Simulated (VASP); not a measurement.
Data:

```
CELL_PARAMETERS angstrom
      2.46533     0.00000     0.00000
     -1.23267     2.13504     0.00000
      0.00000     0.00000     6.65610
ATOMIC_POSITIONS crystal
  C  0.00000 0.00000 0.75000
  C  0.00000 0.00000 0.25000
  C  0.66667 0.33333 0.75000
  C  0.33333 0.66667 0.25000
```

Calculation: optB88-vdW, VASP's PBE PAW potentials (set 64) (plane waves; VASP). Run with PREC = Normal, EDIFF = 1E-5, 500 eV cut-off, 19×19×6 Γ-centred mesh, first-order Methfessel-Paxton smearing of 0.10 eV, potentials C.

### Question
Estimate the energy per atom (σ→0).

### Answer

- energy per atom (σ→0) = -8.029 eV/atom

The absolute energy has meaning only against runs of the same code, potentials and settings.

The compound is C in the graphite structure. It was relaxed first.
